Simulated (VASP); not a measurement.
A VASP calculation is set up with these files.

### POSCAR
```
Mo
1
   -1.5721013637     1.5721013637     1.5721013637
    1.5721013637    -1.5721013637     1.5721013637
    1.5721013637     1.5721013637    -1.5721013637
Mo
1
Direct
  0.0000000000   0.0000000000   0.0000000000
```

KPOINTS:
```
Automatic mesh
0
Gamma
16 16 16
0 0 0
```

**INCAR**
```
EDIFF = 1E-7   ! SCF stop (eV)
PREC = Accurate
LWAVE = .FALSE.
ISMEAR = 1   ! Methfessel-Paxton
GGA = PE   ! PBE
LASPH = .TRUE.   ! aspherical one-centre terms
NELM = 100
LREAL = .FALSE.
LCHARG = .FALSE.
SYSTEM = Mo
LMAXMIX = 4   ! l cut-off of mixed one-centre charges
SIGMA = 0.1   ! width (eV)
ISIF = 2   ! forces and stress, cell fixed
ENCUT = 480
ALGO = Normal   ! blocked Davidson
```

POTCAR, in this order: Mo_sv (PBE.64 set). Program: vasp_std.

Translate this PBE calculation to Ansatz.

One equivalent input (not run):
Ansatz 0.2 input:
```yaml
crystal:
  lattice:
    - [-1.5721014, 1.5721014, 1.5721014]
    - [1.5721014, -1.5721014, 1.5721014]
    - [1.5721014, 1.5721014, -1.5721014]
  atoms:
    - { symbol: Mo, position: [0.0000000, 0.0000000, 0.0000000] }
kpoints:
  mp_grid: { grid: [16, 16, 16] }
hamiltonian:
  xc: pbe
  pseudopotentials: { kind: paw }
scf:
  occupations: { method: methfessel_paxton, width: 0.1 }
  max_iter: 100
output: { forces: true, stress: true, eigenvalues: true }
```
Limits of the translation: each code has its own PAW files, so the cut-off isn't converted (ENCUT is set for VASP's; basis.ecutwfc is left out, and Ansatz then takes the one that its files recommend); Ansatz stops its SCF on the density residual and VASP on the energy change (EDIFF).

The compound is Mo in the bcc structure. This cell was strained or had an atom moved on purpose.
